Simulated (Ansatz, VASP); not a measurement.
# Cu (Cu wire along [110], 7 atoms a period): VASP beside Ansatz, part 2 of 2

Aim: how closely do two programs agree when they are given the same cell, functional and k mesh? Of the first pair: The structure shown is the start of the Ansatz relaxation below; VASP solves that cell, so the two are compared at the walk's first step.

VASP 6.6.1 and Ansatz 0.2.0.

So far. Step 4 (Differences): The forces differ by 18 meV/Å r.m.s., which is 7.8 % of the r.m.s. force of 0.228 eV/Å (both taken over all components).

### 6. Ansatz: relaxation, PBE

Level of this step: Ansatz beside VASP: Kohn-Sham DFT, plane waves, PBE (Ansatz).

This run makes the geometry at which the two programs are then compared. The cell compared in this pair holds 305.89 Å³, against 319.49 Å³ for the pair before.

The structure compared here is the end of the Ansatz relaxation.

input.yaml reads:

```yaml
crystal:
  lattice:
    - [10.43, 0.0, 0.0]
    - [0.0, 11.934, 0.0]
    - [0.0, 0.0, 2.5667976157]
  atoms:
    - { symbol: Cu, position: [0.5, 0.284900285, 0.0] }
    - { symbol: Cu, position: [0.5, 0.499983041, 0.0] }
    - { symbol: Cu, position: [0.325982742, 0.392441663, 0.5] }
    - { symbol: Cu, position: [0.325982742, 0.60752442, 0.5] }
    - { symbol: Cu, position: [0.674017258, 0.392441663, 0.5] }
    - { symbol: Cu, position: [0.674017258, 0.60752442, 0.5] }
    - { symbol: Cu, position: [0.5, 0.715065798, 0.0] }
kpoints:
  mp_grid: { grid: [1, 1, 32] }
scf:
  occupations: { method: fermi_dirac, width: 0.05 }
hamiltonian:
  xc: pbe
  pseudopotentials: { kind: paw, azcp: { folder: soft_1 } }
relax:
  cell: { fix: [a, b, alpha, beta, gamma] }
  max_steps: 45
  f_tol: 0.03
```

Launch:

```
> ansatz run input.yaml --threads 4 --pin off --max-ram 16384MiB --backend cpu --events-out ev --progress --plain --runs-dir out
```

Numbers of over 12 decimals in the logs are rounded to 6 here.

What it wrote:

```text
[...]
Crystal: 7 atoms, lattice volume = 319.493 Å³
Basis set: ecut = 420 eV, 6293 PW (Γ), exchange–correlation on 144×160×36 points (8 copies of the dense FFT grid, shifted against one another)
Bands: 80, of which v1, the nominal top of the filled ones, is band 67 counted from 1 (66 counted from 0)
Symmetry: 8 space group operations
[...]
k-points: 17 of 32
[...]
- [10.43, 0.0, 0.0]
    - [0.0, 11.934, 0.0]
    - [0.0, 0.0, 2.457540]
  atoms:
    - { symbol: Cu, position: [0.500000, 0.291807, 0.0] }
    - { symbol: Cu, position: [0.500000, 0.499983, 0.0] }
    - { symbol: Cu, position: [0.327079, 0.395226, 0.5] }
    - { symbol: Cu, position: [0.327079, 0.604740, 0.5] }
    - { symbol: Cu, position: [0.672921, 0.395226, 0.5] }
    - { symbol: Cu, position: [0.672921, 0.604740, 0.5] }
    - { symbol: Cu, position: [0.500000, 0.708159, 0.0] }
[key lines of the parts left out:]
SCF converged after 10 iterations
Free energy (F): -46371.194305 eV
Fermi energy:    1.124911 eV
P = ⅓ Tr σ = -0.0214 GPa (-0.214 kbar)
```

### 7. VASP: single point, PBE, relaxed cell, pair 2

The same cell, functional, mesh and smearing now go to VASP, with its own data sets.

INCAR reads:

```
SYSTEM = Cu
PREC = Accurate
ENCUT = 600
EDIFF = 1E-06
NELM = 120
ISMEAR = -1
SIGMA = 0.05
LREAL = .FALSE.
ALGO = Normal
GGA = PE
NBANDS = 47
LASPH = .TRUE.
LORBIT = 11
LWAVE = .FALSE.
LCHARG = .FALSE.
ISIF = 2
GGA_COMPAT = .FALSE.
KPAR = 2
```

POSCAR reads:

```
Cu
1.0
   10.4300000000      0.0000000000      0.0000000000
    0.0000000000     11.9340000000      0.0000000000
    0.0000000000      0.0000000000      2.4575396221
Cu
7
Direct
    0.5000000000      0.2918071052      0.0000000000
    0.5000000000      0.4999830415      0.0000000000
    0.3270787797      0.3952259528      0.5000000000
    0.3270787797      0.6047401301      0.5000000000
    0.6729212203      0.3952259528      0.5000000000
    0.6729212203      0.6047401301      0.5000000000
    0.5000000000      0.7081589777      0.0000000000
```

KPOINTS reads:

```
Automatic mesh
0
Gamma
1 1 32
0 0 0
```

The projector-augmented-wave data sets are Cu (PBE family, release 64).

Launch:

```
> mpirun -np 2 vasp_std
```

What it wrote:

```text
[... set-up lines as in an earlier step ...]
 entering main loop
       N       E                     dE             d eps       ncg     rms          rms(c)
DAV:   1     0.655681189483E+03    0.65568E+03   -0.33951E+04  1598   0.199E+03
DAV:   2     0.339372453188E+02   -0.62174E+03   -0.60372E+03  1598   0.401E+02
DAV:   3    -0.227297019456E+02   -0.56667E+02   -0.52336E+02  1773   0.179E+02
DAV:   4    -0.254313619126E+02   -0.27017E+01   -0.26213E+01  1754   0.476E+01
[...]
DAV:  18    -0.211082688825E+02   -0.51288E-04   -0.14823E-05  1764   0.458E-02    0.402E-03
DAV:  19    -0.211082784272E+02   -0.95446E-05   -0.55585E-06  1439   0.534E-02    0.145E-03
DAV:  20    -0.211082784933E+02   -0.66095E-07   -0.16039E-06  1116   0.212E-02
   1 F= -.21108278E+02 E0= -.21096166E+02  d E =-.242254E-01
```

Parts of OUTCAR (step 7):

```text
  Total        0.3295457      0.1117014      0.4835409      0.0000000      0.0000000      0.0000000
  in kB        1.7260578      0.5850573      2.5326371      0.0000000      0.0000000      0.0000000
  external PRESSURE =       1.6145841 kB  Pullay stress =       0.0000000 kB

 POSITION                                       TOTAL-FORCE (eV/Angst)
 -----------------------------------------------------------------------------------
      5.21500      3.48243      0.00000        -0.000000     -0.036428      0.000000
      5.21500      5.96680      0.00000        -0.000000     -0.000000      0.000000
      3.41143      4.71663      1.22877        -0.049174     -0.005905      0.000000
      3.41143      7.21697      1.22877        -0.049174      0.005905      0.000000
      7.01857      4.71663      1.22877         0.049174     -0.005905     -0.000000
      7.01857      7.21697      1.22877         0.049174      0.005905     -0.000000
      5.21500      8.45117      0.00000        -0.000000      0.036428      0.000000
 -----------------------------------------------------------------------------------
    total drift:                               -0.000000      0.000001     -0.000001

  FREE ENERGIE OF THE ION-ELECTRON SYSTEM (eV)
  ---------------------------------------------------
  free  energy   TOTEN  =       -21.1082784933 eV

  energy  without entropy=      -21.0840530851  energy(sigma->0) =      -21.09616579

[... 1 part as in an earlier step ...]

[... 2 further parts left out ...]
[key lines of the parts left out:]
E-fermi :  -1.2268
```

### 8. Comparison

What differs besides the data sets and the points named for the pairs above, as far as they apply: the data sets hold 133 valence electrons in Ansatz (on its PAW soft_1 files) and 77 in VASP; the cutoff is 420 eV in Ansatz and 600 eV in VASP; Ansatz's pressure holds a Pulay correction, VASP's none. Total energies have different zeros and are not compared.

Compared:

| quantity | Ansatz | VASP | difference |
| --- | --- | --- | --- |
| pressure (GPa) | -0.02 | 0.16 | -0.18 |

Forces (eV/Å; atoms numbered as in POSCAR):

| atom | Ansatz x, y, z | VASP x, y, z |
| --- | --- | --- |
| Cu1 | 0.000, -0.001, 0.000 | 0.000, -0.036, 0.000 |
| Cu2 | 0.000, 0.000, 0.000 | 0.000, 0.000, 0.000 |
| Cu3 | -0.015, 0.003, 0.000 | -0.049, -0.006, 0.000 |
| Cu4 | -0.015, -0.003, 0.000 | -0.049, 0.006, 0.000 |
| Cu5 | 0.015, 0.003, 0.000 | 0.049, -0.006, 0.000 |
| Cu6 | 0.015, -0.003, 0.000 | 0.049, 0.006, 0.000 |
| Cu7 | 0.000, 0.001, 0.000 | 0.000, 0.036, 0.000 |

The forces differ by 19 meV/Å r.m.s., where the r.m.s. force is 0.007 eV/Å in Ansatz and 0.024 eV/Å in VASP: the atoms lie near their places of rest in Ansatz, so a percentage would say little (all taken over all components).

### 9. What came out

- r.m.s. force difference (single point, PBE, start cell, pair 1): 7.8 % of the r.m.s. force
- r.m.s. force difference (single point, PBE, relaxed cell, pair 2): 19 meV/Å

In words: The r.m.s. force difference is 7.8 % of the r.m.s. force (single point, PBE, start cell, pair 1), beyond the 3 % picked in this series as the mark of a large difference. The data sets hold unlike numbers of valence electrons (133 in Ansatz and 77 in VASP), so part of the differences comes from the potentials. Single point, PBE, start cell, pair 1, VASP with the data sets Cu_sv_GW and a cutoff of 610 eV: r.m.s. force difference goes from 18 to 1.9 meV/Å. What causes the difference of the single point, PBE, relaxed cell, pair 2 pair stays open here. How closely two codes agree says nothing of how well the functional describes the real material.

[Lines on the potential files, build, host, timing and source positions are cut from VASP's logs without a mark.]

[Logs are printed without paths, hosts, clocks, repeated set-up lines and the standing remarks that a program may print on its own settings, such as how far it seeks lower states.]

[Hosts, paths, dates, database ids (printed as entryN), source tags and the programs' standing remarks are cut or masked in the printed files.]
